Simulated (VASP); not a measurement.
Data:

```
CELL_PARAMETERS angstrom
      0.00000     2.69500     2.69500
      2.69500     0.00000     2.69500
      2.69500     2.69500     0.00000
ATOMIC_POSITIONS crystal
  Cd 0.00000 0.00000 0.00000
  F  0.25000 0.25000 0.25000
  F  0.75000 0.75000 0.75000
```

Computed with G0W0 on PBE orbitals, VASP's PBE PAW potentials (set 64) (plane waves; VASP). Run with PREC = Normal, 500 eV cut-off, 4×4×4 Γ-centred mesh, Gaussian smearing of 0.010 eV, potentials Cd_sv_GW F_GW_new.

The mesh is coarse and the basis finite, so the quasiparticle values are not converged.

NBANDS = 192, ENCUTGW = 180 eV, NOMEGA = 64. The PBE levels (eV) that the step starts from are:

| state | KS energy | filling |
|---|---|---|
| k1 (0.00, 0.00, 0.00), band 14 | 0.14 | 2 |
| k1 (0.00, 0.00, 0.00), band 15 | 0.61 | 2 |
| k1 (0.00, 0.00, 0.00), band 16 | 0.61 | 2 |
| k1 (0.00, 0.00, 0.00), band 17 | 0.61 | 2 |
| k1 (0.00, 0.00, 0.00), band 18 | 4.19 | 0 |
| k1 (0.00, 0.00, 0.00), band 19 | 13.81 | 0 |
| k1 (0.00, 0.00, 0.00), band 20 | 13.81 | 0 |
| k1 (0.00, 0.00, 0.00), band 21 | 13.81 | 0 |
| k4 (0.25, 0.25, 0.00), band 14 | -0.73 | 2 |
| k4 (0.25, 0.25, 0.00), band 15 | 0.61 | 2 |
| k4 (0.25, 0.25, 0.00), band 16 | 0.79 | 2 |
| k4 (0.25, 0.25, 0.00), band 17 | 0.79 | 2 |
| k4 (0.25, 0.25, 0.00), band 18 | 6.41 | 0 |
| k4 (0.25, 0.25, 0.00), band 19 | 11.77 | 0 |
| k4 (0.25, 0.25, 0.00), band 20 | 14.67 | 0 |
| k4 (0.25, 0.25, 0.00), band 21 | 14.67 | 0 |
| k5 (0.50, 0.25, 0.00), band 14 | -1.13 | 2 |
| k5 (0.50, 0.25, 0.00), band 15 | 0.16 | 2 |
| k5 (0.50, 0.25, 0.00), band 16 | 0.69 | 2 |
| k5 (0.50, 0.25, 0.00), band 17 | 0.86 | 2 |
| k5 (0.50, 0.25, 0.00), band 18 | 8.51 | 0 |
| k5 (0.50, 0.25, 0.00), band 19 | 11.08 | 0 |
| k5 (0.50, 0.25, 0.00), band 20 | 13.87 | 0 |
| k5 (0.50, 0.25, 0.00), band 21 | 15.45 | 0 |

Give the quasiparticle energies and renormalisation factors Z.

```json
[
 {"state": "k1 (0.00, 0.00, 0.00), band 14", "QP energy (eV)": "-1.56", "Z": "0.75"},
 {"state": "k1 (0.00, 0.00, 0.00), band 15", "QP energy (eV)": "-1.30", "Z": "0.77"},
 {"state": "k1 (0.00, 0.00, 0.00), band 16", "QP energy (eV)": "-1.30", "Z": "0.77"},
 {"state": "k1 (0.00, 0.00, 0.00), band 17", "QP energy (eV)": "-1.30", "Z": "0.77"},
 {"state": "k1 (0.00, 0.00, 0.00), band 18", "QP energy (eV)": "5.09", "Z": "0.86"},
 {"state": "k1 (0.00, 0.00, 0.00), band 19", "QP energy (eV)": "14.89", "Z": "0.85"},
 {"state": "k1 (0.00, 0.00, 0.00), band 20", "QP energy (eV)": "14.89", "Z": "0.85"},
 {"state": "k1 (0.00, 0.00, 0.00), band 21", "QP energy (eV)": "14.89", "Z": "0.85"},
 {"state": "k4 (0.25, 0.25, 0.00), band 14", "QP energy (eV)": "-2.66", "Z": "0.76"},
 {"state": "k4 (0.25, 0.25, 0.00), band 15", "QP energy (eV)": "-1.21", "Z": "0.76"},
 {"state": "k4 (0.25, 0.25, 0.00), band 16", "QP energy (eV)": "-0.96", "Z": "0.77"},
 {"state": "k4 (0.25, 0.25, 0.00), band 17", "QP energy (eV)": "-0.96", "Z": "0.77"},
 {"state": "k4 (0.25, 0.25, 0.00), band 18", "QP energy (eV)": "7.56", "Z": "0.84"},
 {"state": "k4 (0.25, 0.25, 0.00), band 19", "QP energy (eV)": "12.74", "Z": "0.86"},
 {"state": "k4 (0.25, 0.25, 0.00), band 20", "QP energy (eV)": "16.03", "Z": "0.84"},
 {"state": "k4 (0.25, 0.25, 0.00), band 21", "QP energy (eV)": "16.03", "Z": "0.84"},
 {"state": "k5 (0.50, 0.25, 0.00), band 14", "QP energy (eV)": "-3.14", "Z": "0.77"},
 {"state": "k5 (0.50, 0.25, 0.00), band 15", "QP energy (eV)": "-1.61", "Z": "0.76"},
 {"state": "k5 (0.50, 0.25, 0.00), band 16", "QP energy (eV)": "-1.06", "Z": "0.76"},
 {"state": "k5 (0.50, 0.25, 0.00), band 17", "QP energy (eV)": "-0.90", "Z": "0.77"},
 {"state": "k5 (0.50, 0.25, 0.00), band 18", "QP energy (eV)": "10.01", "Z": "0.83"},
 {"state": "k5 (0.50, 0.25, 0.00), band 19", "QP energy (eV)": "12.11", "Z": "0.85"},
 {"state": "k5 (0.50, 0.25, 0.00), band 20", "QP energy (eV)": "15.22", "Z": "0.84"},
 {"state": "k5 (0.50, 0.25, 0.00), band 21", "QP energy (eV)": "17.01", "Z": "0.83"}
]
```
On the mesh the gap opens from 3.09 to 5.67 eV.

The compound is CdF2 in the fluorite structure. The cell was not relaxed at this level. The k-mesh is coarse (spacing up to 0.50 per Å, 2π included), so the numbers may not be converged in it.
